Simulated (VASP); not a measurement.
Level of theory: PBEsol GGA, VASP's PBE PAW potentials (set 64) (plane waves; VASP).

VASP ran on this input.

INCAR:
```
SYSTEM = PdC
PREC = Accurate
ENCUT = 520
EDIFF = 1E-6
NELM = 100
ALGO = Normal
LREAL = .FALSE.
LASPH = .TRUE.
ISMEAR = 1
SIGMA = 0.1
GGA = PS
LMAXMIX = 4
LWAVE = .FALSE.
LCHARG = .FALSE.
IBRION = 2
ISIF = 3
NSW = 60
EDIFFG = -0.01
```

POSCAR:
```
PdC
1
    0.0000000000     2.3238868076     2.3238868076
    2.3238868076    -0.0000000000     2.3238868076
    2.3238868076     2.3238868076    -0.0000000000
Pd C
1 1
Direct
  0.0000000000   0.0000000000   0.0000000000
  0.2500000000   0.2500000000   0.2500000000
```

**KPOINTS**
```
Automatic mesh
0
G
 12 12 12
```

POTCAR, in this order: Pd C (PBE.64 set). Program: vasp_std.

Task: What will the output report for the number of irreducible k-points (NKPTS), number of bands (NBANDS), largest plane-wave count, number of space-group operations, FFT grid (NGX, NGY, NGZ)?

Result: 
```
Item                                           Value
--------------------------------------  ------------
number of irreducible k-points (NKPTS)            72
number of bands (NBANDS)                          11
largest plane-wave count                         692
number of space-group operations                  24
FFT grid (NGX, NGY, NGZ)                24 × 24 × 24
```

The structure was generated: PdC was put into the zinc blende type (F-43m), which need not be its known phase. It was relaxed first, which changed the volume by -18 %. The start is the result of an earlier pass.
